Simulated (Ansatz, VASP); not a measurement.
# H7C5SNO5 (H7C5SNO5 (P2_1/c)): VASP beside Ansatz, part 2 of 2

Wanted: the spread between two codes on one cell, functional and k mesh. Of the first pair: The structure shown is the start of the Ansatz relaxation below; VASP solves that cell, so the two are compared at the walk's first step.

VASP 6.6.1 and Ansatz 0.2.0.

So far: The structure; Ansatz: relaxation, PBE with D3(BJ).

## Step 3: VASP: single point, PBE with D3(BJ), start cell, pair 1

Level of this step: PBE with D3(BJ); plane waves and PAW (H, C, S, N, O) (VASP).

The same cell, functional and mesh now go to VASP, with its own data sets.

Lines of VASP's logs that name or quote its potential files are left out, and so is its time.

Contents of INCAR:

```
SYSTEM = H7C5SNO5
PREC = Accurate
ENCUT = 520
EDIFF = 1E-06
NELM = 120
ISMEAR = 0
SIGMA = 0.01
LREAL = Auto
ALGO = Normal
GGA = PE
IVDW = 12
NBANDS = 378
LORBIT = 11
LWAVE = .FALSE.
LCHARG = .FALSE.
ISIF = 2
LASPH = .TRUE.
GGA_COMPAT = .FALSE.
EFERMI = MIDGAP
```

Contents of POSCAR:

```
H7C5SNO5
1.0
   10.4541000000      0.0000000000      0.0000000000
    0.0000000000     10.7017000000      0.0000000000
   -1.5492600000      0.0000000000     13.5913900000
H C S N O
56 40 8 8 40
Direct
    0.9121421045      0.3982731716      0.1819092823
    0.0890118940      0.9001560500      0.0666377758
    0.0831161749      0.5934758029      0.3155085683
    0.9136314390      0.1006569050      0.4340100608
    0.1352434943      0.3481783268      0.4530220971
    0.8657937282      0.8498556304      0.2990422613
    0.8677013343      0.6555593971      0.0446900575
    0.1341595806      0.1530317613      0.2027533608
    0.4078537688      0.2724707289      0.1446136120
    0.6021294544      0.7713167067      0.1014171472
    0.6006486831      0.7310240429      0.3559385758
    0.3978263434      0.2316267509      0.3939405756
    0.7423254704      0.5406243868      0.1684963790
    0.2589649262      0.0395170861      0.0792928464
    0.2592430010      0.4577123261      0.3278031165
    0.7394361723      0.9637907996      0.4235181243
    0.5193163480      0.4521057402      0.1436718393
    0.4808493748      0.9564835493      0.1006593145
    0.4793872489      0.5486791818      0.3493682397
    0.5219752558      0.0447312109      0.4018573523
    0.6807987804      0.0798377828      0.1657814249
    0.3174799744      0.5804685237      0.0858263945
    0.3185404463      0.9133595597      0.3352269341
    0.6830855902      0.4139435791      0.4122904280
    0.9049251670      0.1817094480      0.1792973346
    0.1008041216      0.6848164310      0.0708831106
    0.1043934836      0.8180008784      0.3223732083
    0.8998179430      0.3140902847      0.4281313390
    0.9141666443      0.4038704131      0.6833517396
    0.0829562126      0.8970537391      0.5645485855
[... 116 atom lines left out ...]
    0.8962042224      0.7614397713      0.8963689512
    0.1039668395      0.2590616444      0.8561375989
    0.4662980938      0.2052477644      0.6493596314
    0.5289001880      0.7022529131      0.5991734473
    0.5299899470      0.7943784632      0.8512889410
    0.4732516853      0.2999803769      0.8983775758
```

Contents of KPOINTS:

```
Automatic mesh
0
Gamma
1 1 1
0 0 0
```

The projector-augmented-wave data sets are H, C, S, N and O (PBE family, release 64).

On the command line:

```console
> export OMP_NUM_THREADS=4
> mpirun -np 1 vasp_gam
```

Numbers of over 12 decimals in the logs are rounded to 6 here.

Output:

```text
[banner, memory and clock lines left out]
running    1 mpi-ranks, on    1 nodes
[...]
Offloading initialized ...    1 GPUs detected
[...]
LDA part: xc-table for (Slater+PW92), standard interpolation
 POSCAR, INCAR and KPOINTS ok, starting setup
[...]
entering main loop
       N       E                     dE             d eps       ncg     rms          rms(c)
DAV:   1     0.557739930142E+04    0.55774E+04   -0.30369E+05   772   0.139E+03
DAV:   2    -0.312085436647E+03   -0.58895E+04   -0.55480E+04  1104   0.349E+02
DAV:   3    -0.100738446114E+04   -0.69530E+03   -0.68757E+03   896   0.128E+02
DAV:   4    -0.102491559470E+04   -0.17531E+02   -0.17460E+02   928   0.221E+01
[...]
DAV:  16    -0.937084990554E+03    0.15211E-04   -0.33628E-05   904   0.189E-02    0.881E-03
DAV:  17    -0.937084984297E+03    0.62573E-05   -0.24714E-05   976   0.140E-02    0.670E-03
DAV:  18    -0.937084983633E+03    0.66322E-06   -0.92003E-06   904   0.654E-03
   1 F= -.94904387E+03 E0= -.94904387E+03  d E =0.000000E+00
```

OUTCAR, selected parts (step 3):

```text
  FREE ENERGIE OF THE ION-ELECTRON SYSTEM (eV)
  ---------------------------------------------------
  free  energy   TOTEN  =      -949.0438718746 eV

  energy  without entropy=     -949.0438718746  energy(sigma->0) =     -949.04387187
```

The run ends at a pressure of 4.16 GPa, with forces up to 12 eV/Å.

## Step 4: Differences

Known differences besides the potentials themselves: fixed occupations in Ansatz, narrow Gaussian smearing in VASP; the cutoff is 420 eV in Ansatz and 520 eV in VASP (PREC = Accurate, projectors in real space). Total energies have different zeros and are not compared.

Forces on 10 of the 152 atoms, those with the largest forces and the largest differences (eV/Å; atoms numbered as in POSCAR):

```csv
atom,"Ansatz x, y, z","VASP x, y, z"
H33,"-0.081, -5.159, -4.526","-0.093, -5.529, -4.861"
C69,"-8.080, -6.196, -0.087","-8.104, -6.244, -0.088"
C73,"11.220, 2.519, 0.646","11.269, 2.503, 0.648"
C95,"-1.904, 7.088, -0.470","-1.932, 7.162, -0.465"
S102,"1.691, -7.096, -4.753","1.697, -6.685, -4.653"
N111,"-2.011, -5.934, -0.540","-2.064, -5.996, -0.549"
O117,"0.038, 4.938, 4.661","0.045, 5.252, 5.049"
O121,"-3.394, 2.947, 2.067","-3.033, 2.548, 1.773"
O138,"-0.473, 5.462, 0.993","-0.458, 5.406, 0.346"
O144,"-2.250, -2.661, 1.740","-1.923, -2.319, 1.469"
```

The forces differ by 118 meV/Å r.m.s., which is 6.4 % of the r.m.s. force of 1.846 eV/Å (both taken over all components).

## Step 5: Ansatz: relaxation, PBE with D3(BJ)

This run makes the geometry at which the two programs are then compared. The cell compared in this pair holds 1506.23 Å³, against 1520.56 Å³ for the pair before.

The structure compared here is the end of the Ansatz relaxation.

Contents of input.yaml:

```yaml
crystal:
  lattice:
    - [10.4541, 0.0, 0.0]
    - [0.0, 10.7017, 0.0]
    - [-1.54926, 0.0, 13.59139]
  atoms:
    - { symbol: H, position: [0.91214, 0.39827, 0.18191] }
    - { symbol: H, position: [0.08901, 0.90016, 0.06664] }
    - { symbol: H, position: [0.08312, 0.59348, 0.31551] }
    - { symbol: H, position: [0.91363, 0.10066, 0.43401] }
    - { symbol: H, position: [0.13524, 0.34818, 0.45302] }
    - { symbol: H, position: [0.86579, 0.84986, 0.29904] }
    - { symbol: H, position: [0.8677, 0.65556, 0.04469] }
    - { symbol: H, position: [0.13416, 0.15303, 0.20275] }
    - { symbol: H, position: [0.40785, 0.27247, 0.14461] }
    - { symbol: H, position: [0.60213, 0.77132, 0.10142] }
    - { symbol: H, position: [0.60065, 0.73102, 0.35594] }
    - { symbol: H, position: [0.39783, 0.23163, 0.39394] }
    - { symbol: H, position: [0.74233, 0.54062, 0.1685] }
    - { symbol: H, position: [0.25896, 0.03952, 0.07929] }
    - { symbol: H, position: [0.25924, 0.45771, 0.3278] }
    - { symbol: H, position: [0.73944, 0.96379, 0.42352] }
    - { symbol: H, position: [0.51932, 0.45211, 0.14367] }
    - { symbol: H, position: [0.48085, 0.95648, 0.10066] }
    - { symbol: H, position: [0.47939, 0.54868, 0.34937] }
    - { symbol: H, position: [0.52198, 0.04473, 0.40186] }
    - { symbol: H, position: [0.6808, 0.07984, 0.16578] }
    - { symbol: H, position: [0.31748, 0.58047, 0.08583] }
    - { symbol: H, position: [0.31854, 0.91336, 0.33523] }
    - { symbol: H, position: [0.68309, 0.41394, 0.41229] }
    - { symbol: H, position: [0.90493, 0.18171, 0.1793] }
    - { symbol: H, position: [0.1008, 0.68482, 0.07088] }
    - { symbol: H, position: [0.10439, 0.818, 0.32237] }
    - { symbol: H, position: [0.89982, 0.31409, 0.42813] }
    - { symbol: C, position: [0.72069, 0.43287, 0.17216] }
    - { symbol: C, position: [0.27648, 0.93834, 0.08616] }
    - { symbol: C, position: [0.28296, 0.56058, 0.33127] }
    - { symbol: C, position: [0.72545, 0.05769, 0.41687] }
    - { symbol: C, position: [0.59727, 0.39253, 0.1566] }
    - { symbol: C, position: [0.39932, 0.88917, 0.09072] }
    - { symbol: C, position: [0.40408, 0.61001, 0.34109] }
    - { symbol: C, position: [0.59548, 0.11143, 0.40519] }
    - { symbol: C, position: [0.58668, 0.25927, 0.15975] }
    - { symbol: C, position: [0.41881, 0.76195, 0.09156] }
    - { symbol: C, position: [0.42185, 0.74348, 0.3437] }
    - { symbol: C, position: [0.58599, 0.24141, 0.40837] }
    - { symbol: C, position: [0.69794, 0.18692, 0.16406] }
    - { symbol: C, position: [0.31005, 0.68543, 0.0843] }
    - { symbol: C, position: [0.30277, 0.81719, 0.33835] }
    - { symbol: C, position: [0.69392, 0.31521, 0.42046] }
    - { symbol: C, position: [0.80543, 0.2368, 0.17212] }
    - { symbol: C, position: [0.19546, 0.73401, 0.07495] }
    - { symbol: C, position: [0.18281, 0.76138, 0.3268] }
    - { symbol: C, position: [0.81384, 0.26593, 0.42611] }
    - { symbol: S, position: [0.15259, 0.36543, 0.11057] }
    - { symbol: S, position: [0.84756, 0.87004, 0.14077] }
    - { symbol: S, position: [0.84728, 0.63608, 0.38834] }
    - { symbol: S, position: [0.14917, 0.13666, 0.35844] }
    - { symbol: "N", position: [0.82368, 0.3653, 0.16966] }
    - { symbol: "N", position: [0.1763, 0.86343, 0.07242] }
    - { symbol: "N", position: [0.18038, 0.63354, 0.32453] }
    - { symbol: "N", position: [0.82218, 0.13319, 0.41948] }
    - { symbol: O, position: [0.28392, 0.37152, 0.14838] }
    - { symbol: O, position: [0.71529, 0.87302, 0.10041] }
    - { symbol: O, position: [0.71164, 0.62831, 0.35234] }
    - { symbol: O, position: [0.28499, 0.12317, 0.39771] }
    - { symbol: O, position: [0.14179, 0.41685, 0.99826] }
    - { symbol: O, position: [0.85553, 0.91435, 0.24551] }
    - { symbol: O, position: [0.85489, 0.58427, 0.49743] }
    - { symbol: O, position: [0.14017, 0.08464, 0.25176] }
    - { symbol: O, position: [0.0807, 0.44949, 0.1597] }
    - { symbol: O, position: [0.92295, 0.95343, 0.09009] }
    - { symbol: O, position: [0.92224, 0.54302, 0.34186] }
    - { symbol: O, position: [0.07756, 0.0473, 0.41289] }
    - { symbol: O, position: [0.10933, 0.24091, 0.10607] }
    - { symbol: O, position: [0.89754, 0.73758, 0.14484] }
    - { symbol: O, position: [0.89394, 0.75968, 0.3934] }
    - { symbol: O, position: [0.10307, 0.26377, 0.35851] }
    - { symbol: O, position: [0.46468, 0.20468, 0.14662] }
    - { symbol: O, position: [0.52561, 0.70534, 0.10237] }
    - { symbol: O, position: [0.53172, 0.79966, 0.34937] }
    - { symbol: O, position: [0.47128, 0.29537, 0.39855] }
    - { symbol: H, position: [0.91417, 0.40387, 0.68335] }
    - { symbol: H, position: [0.08296, 0.89705, 0.56455] }
    - { symbol: H, position: [0.08209, 0.60086, 0.8147] }
    - { symbol: H, position: [0.91434, 0.09519, 0.93313] }
    - { symbol: H, position: [0.13441, 0.35041, 0.95989] }
    - { symbol: H, position: [0.86477, 0.8529, 0.79564] }
    - { symbol: H, position: [0.8696, 0.64865, 0.54971] }
    - { symbol: H, position: [0.13625, 0.14979, 0.7048] }
    - { symbol: H, position: [0.40346, 0.27235, 0.64484] }
    - { symbol: H, position: [0.60176, 0.77585, 0.60308] }
    - { symbol: H, position: [0.59511, 0.73177, 0.85023] }
    - { symbol: H, position: [0.40355, 0.22349, 0.89429] }
    - { symbol: H, position: [0.74407, 0.54005, 0.675] }
    - { symbol: H, position: [0.26502, 0.0438, 0.58002] }
    - { symbol: H, position: [0.26165, 0.45867, 0.82868] }
    - { symbol: H, position: [0.74238, 0.95917, 0.92066] }
    - { symbol: H, position: [0.51653, 0.45372, 0.65239] }
    - { symbol: H, position: [0.48425, 0.95297, 0.6004] }
    - { symbol: H, position: [0.47991, 0.54634, 0.85538] }
    - { symbol: H, position: [0.5162, 0.05133, 0.89834] }
    - { symbol: H, position: [0.67851, 0.0774, 0.66787] }
    - { symbol: H, position: [0.32061, 0.58203, 0.58835] }
    - { symbol: H, position: [0.32097, 0.92066, 0.83517] }
    - { symbol: H, position: [0.68209, 0.41662, 0.91574] }
    - { symbol: H, position: [0.90596, 0.18584, 0.67872] }
    - { symbol: H, position: [0.09888, 0.68643, 0.57041] }
    - { symbol: H, position: [0.09514, 0.82255, 0.82254] }
    - { symbol: H, position: [0.90352, 0.31592, 0.92813] }
    - { symbol: C, position: [0.72535, 0.44046, 0.66729] }
    - { symbol: C, position: [0.27984, 0.94121, 0.57939] }
    - { symbol: C, position: [0.27799, 0.5551, 0.82883] }
    - { symbol: C, position: [0.72126, 0.06434, 0.9192] }
    - { symbol: C, position: [0.60149, 0.39087, 0.66158] }
    - { symbol: C, position: [0.40149, 0.89315, 0.59277] }
    - { symbol: C, position: [0.39887, 0.6122, 0.83864] }
    - { symbol: C, position: [0.59919, 0.10661, 0.90917] }
    - { symbol: C, position: [0.58417, 0.262, 0.65883] }
    - { symbol: C, position: [0.42281, 0.76128, 0.58873] }
    - { symbol: C, position: [0.41957, 0.73667, 0.8423] }
    - { symbol: C, position: [0.58723, 0.23667, 0.91156] }
    - { symbol: C, position: [0.69146, 0.18203, 0.66223] }
    - { symbol: C, position: [0.30913, 0.68545, 0.58302] }
    - { symbol: C, position: [0.30602, 0.81439, 0.83423] }
    - { symbol: C, position: [0.69272, 0.31327, 0.91594] }
    - { symbol: C, position: [0.81132, 0.23846, 0.67319] }
    - { symbol: C, position: [0.18903, 0.73438, 0.57359] }
    - { symbol: C, position: [0.18935, 0.75519, 0.82885] }
    - { symbol: C, position: [0.81085, 0.26176, 0.92201] }
    - { symbol: S, position: [0.15448, 0.36789, 0.60696] }
    - { symbol: S, position: [0.84648, 0.87336, 0.64285] }
    - { symbol: S, position: [0.84397, 0.6342, 0.88643] }
    - { symbol: S, position: [0.15336, 0.12842, 0.86145] }
    - { symbol: "N", position: [0.82287, 0.36697, 0.67591] }
    - { symbol: "N", position: [0.1732, 0.86069, 0.57621] }
    - { symbol: "N", position: [0.17753, 0.63784, 0.82408] }
    - { symbol: "N", position: [0.82434, 0.13579, 0.92744] }
    - { symbol: O, position: [0.28611, 0.37181, 0.65221] }
    - { symbol: O, position: [0.71205, 0.87561, 0.59833] }
    - { symbol: O, position: [0.71111, 0.62814, 0.85123] }
    - { symbol: O, position: [0.2917, 0.12369, 0.90022] }
    - { symbol: O, position: [0.14256, 0.41911, 0.49931] }
    - { symbol: O, position: [0.85595, 0.90992, 0.74573] }
    - { symbol: O, position: [0.85604, 0.5884, 0.99791] }
    - { symbol: O, position: [0.14382, 0.083, 0.75344] }
    - { symbol: O, position: [0.07509, 0.45223, 0.66131] }
    - { symbol: O, position: [0.92397, 0.95114, 0.58888] }
    - { symbol: O, position: [0.92041, 0.54894, 0.83872] }
    - { symbol: O, position: [0.07875, 0.04618, 0.91145] }
    - { symbol: O, position: [0.10204, 0.24036, 0.60703] }
    - { symbol: O, position: [0.90111, 0.73516, 0.64277] }
    - { symbol: O, position: [0.8962, 0.76144, 0.89637] }
    - { symbol: O, position: [0.10397, 0.25906, 0.85614] }
    - { symbol: O, position: [0.4663, 0.20525, 0.64936] }
    - { symbol: O, position: [0.5289, 0.70225, 0.59917] }
    - { symbol: O, position: [0.52999, 0.79438, 0.85129] }
    - { symbol: O, position: [0.47325, 0.29998, 0.89838] }
kpoints:
  mp_grid: { grid: [1, 1, 1] }
hamiltonian:
  xc: pbe
  dispersion: d3bj
scf:
  occupations: { method: fixed }
output:
  forces: true
relax:
  f_tol: 0.05
  max_steps: 150
  cell: {}
```

On the command line:

```console
> ansatz run input.yaml --threads 4 --pin off --max-ram 8192MiB --backend cpu --events-out ev --progress --plain --runs-dir out
```

Output:

```text
[...]
Crystal: 152 atoms, lattice volume = 1520.559 Å³
Basis set: ecut = 420 eV, 29711 PW (Γ), exchange–correlation on 144×144×192 points (8 copies of the dense FFT grid, shifted against one another)
Bands: 424, of which v1, the nominal top of the filled ones, is band 272 counted from 1 (271 counted from 0)
Symmetry: 1 space group operations
[...]
k-points: 1
[...]
- { symbol: S, position: [0.845599, 0.867204, 0.639186] }
    - { symbol: S, position: [0.847582, 0.632621, 0.889390] }
    - { symbol: S, position: [0.153755, 0.132514, 0.860010] }
    - { symbol: N, position: [0.825943, 0.359533, 0.672593] }
    - { symbol: N, position: [0.173467, 0.858963, 0.577974] }
    - { symbol: N, position: [0.174635, 0.639789, 0.827323] }
    - { symbol: N, position: [0.826659, 0.140870, 0.922190] }
[...]
- { symbol: O, position: [0.466528, 0.205002, 0.648774] }
    - { symbol: O, position: [0.532668, 0.705005, 0.601095] }
    - { symbol: O, position: [0.533803, 0.794865, 0.851362] }
    - { symbol: O, position: [0.467431, 0.294856, 0.898477] }
```

## Step 6: VASP: single point, PBE with D3(BJ), relaxed cell, pair 2

The same cell, functional and mesh now go to VASP, with its own data sets.

Changes to INCAR since step 3:

```diff
@@ -2,3 +2,3 @@
 PREC = Accurate
-ENCUT = 520
+ENCUT = 600
 EDIFF = 1E-06
```

Contents of POSCAR:

```
H7C5SNO5
1.0
   10.4467160000     -0.0072940000     -0.0538440000
   -0.0074670000     10.7573380000     -0.0040090000
   -1.6181690000     -0.0040110000     13.4115110000
H C S N O
56 40 8 8 40
Direct
    0.9189000000      0.3982900000      0.1764000000
    0.0817200000      0.8968100000      0.0732700000
    0.0823600000      0.6022100000      0.3236100000
    0.9194700000      0.1035600000      0.4258800000
    0.1326100000      0.3488700000      0.4473200000
    0.8687900000      0.8490500000      0.3026200000
    0.8686300000      0.6512500000      0.0522300000
    0.1334300000      0.1512500000      0.1974800000
    0.3959900000      0.2693200000      0.1470800000
    0.6047500000      0.7696100000      0.1037100000
    0.6053900000      0.7308800000      0.3528600000
    0.3964100000      0.2305700000      0.3968800000
    0.7440800000      0.5354900000      0.1709900000
    0.2563100000      0.0343900000      0.0786100000
    0.2570100000      0.4649400000      0.3288600000
    0.7449300000      0.9658900000      0.4204200000
    0.5187500000      0.4523400000      0.1542500000
    0.4817300000      0.9521900000      0.0957500000
    0.4824400000      0.5478800000      0.3455900000
    0.5195300000      0.0480000000      0.4038100000
    0.6816900000      0.0815500000      0.1603600000
    0.3191900000      0.5807900000      0.0904200000
    0.3198600000      0.9187900000      0.3397500000
    0.6818600000      0.4194800000      0.4097600000
    0.9007000000      0.1806100000      0.1732200000
    0.1001100000      0.6789000000      0.0769400000
    0.1007800000      0.8200000000      0.3268800000
    0.9009700000      0.3215100000      0.4227400000
    0.9182600000      0.3975900000      0.6767000000
    0.0812200000      0.8969700000      0.5739300000
[... 116 atom lines left out ...]
    0.8960500000      0.7623600000      0.8961100000
    0.1057600000      0.2622900000      0.8532300000
    0.4665300000      0.2050000000      0.6487700000
    0.5326700000      0.7050100000      0.6011000000
    0.5338000000      0.7948600000      0.8513600000
    0.4674300000      0.2948600000      0.8984800000
```

KPOINTS is that of step 3.

On the command line:

```console
> export OMP_NUM_THREADS=4
> mpirun -np 1 vasp_gam
```

Output:

```text
[... set-up lines as in an earlier step ...]
 entering main loop
       N       E                     dE             d eps       ncg     rms          rms(c)
DAV:   1     0.587223996541E+04    0.58722E+04   -0.32603E+05   756   0.156E+03
DAV:   2    -0.273104277371E+03   -0.61453E+04   -0.57941E+04  1136   0.365E+02
DAV:   3    -0.101035201539E+04   -0.73725E+03   -0.72882E+03   888   0.136E+02
DAV:   4    -0.102959089126E+04   -0.19239E+02   -0.19161E+02   944   0.222E+01
[...]
DAV:  15    -0.946134743093E+03   -0.34388E-05   -0.49012E-05   912   0.152E-02    0.224E-02
DAV:  16    -0.946134742867E+03    0.22601E-06   -0.21372E-05   808   0.921E-03    0.760E-03
DAV:  17    -0.946134743066E+03   -0.19905E-06   -0.68659E-06   864   0.538E-03
   1 F= -.95826775E+03 E0= -.95826775E+03  d E =0.000000E+00
```

OUTCAR, selected parts (step 6):

```text
  FREE ENERGIE OF THE ION-ELECTRON SYSTEM (eV)
  ---------------------------------------------------
  free  energy   TOTEN  =      -958.2677521880 eV

  energy  without entropy=     -958.2677521880  energy(sigma->0) =     -958.26775219
```

The run ends at a pressure of -0.49 GPa, with forces up to 0.25 eV/Å.

## Step 7: Side by side

What differs besides the data sets and the points named for the pairs above, as far as they apply: the cutoff is 420 eV in Ansatz and 600 eV in VASP (PREC = Accurate, projectors in real space). Total energies have different zeros and are not compared.

The two programs side by side:

```csv
quantity,Ansatz,VASP,difference
pressure (GPa),-0.01,-0.49,+0.47
gap on the k mesh (eV),3.938,3.938,-0.001
```

Forces on 7 of the 152 atoms, those with the largest forces and the largest differences (eV/Å; atoms numbered as in POSCAR):

```csv
atom,"Ansatz x, y, z","VASP x, y, z"
O121,"0.000, -0.003, -0.003","0.152, -0.158, -0.124"
O122,"-0.005, -0.004, 0.002","-0.153, -0.157, 0.121"
O123,"-0.005, 0.004, 0.000","-0.154, 0.158, 0.120"
O124,"0.003, 0.002, -0.001","0.154, 0.156, -0.122"
O141,"0.003, -0.002, -0.001","0.153, -0.155, -0.123"
O142,"-0.002, -0.003, 0.000","-0.156, -0.160, 0.121"
O143,"0.000, 0.004, 0.000","-0.150, 0.160, 0.123"
```

The forces differ by 69 meV/Å r.m.s., where the r.m.s. force is 0.004 eV/Å in Ansatz and 0.068 eV/Å in VASP: the atoms lie near their places of rest in Ansatz, so a percentage would say little (all taken over all components). A gap on the mesh is an upper bound, since the band edges may lie between its points.

## Step 8: What came out

```json
{
  "r.m.s. force difference (single point, PBE with D3(BJ), start cell, pair 1)": "6.4 % of the r.m.s. force",
  "r.m.s. force difference (single point, PBE with D3(BJ), relaxed cell, pair 2)": "69 meV/Å"
}
```

**Reading.** The r.m.s. force difference is 69 meV/Å (single point, PBE with D3(BJ), relaxed cell, pair 2), beyond the 12 meV/Å picked in this series as the mark of a large difference. What causes the difference of the single point, PBE with D3(BJ), start cell, pair 1 pair stays open here. What causes the difference of the single point, PBE with D3(BJ), relaxed cell, pair 2 pair stays open here. Such differences can come from data sets, numerical settings and the points named under the comparisons, not from the functional's error against experiment.

[Lines on the potential files, build, host, timing and source positions are cut from VASP's logs without a mark.]

[Logs are printed without paths, hosts, clocks, repeated set-up lines and the standing remarks that a program may print on its own settings, such as how far it seeks lower states.]

[Hosts, paths, dates, database ids (printed as entryN), source tags and the programs' standing remarks are cut or masked in the printed files.]
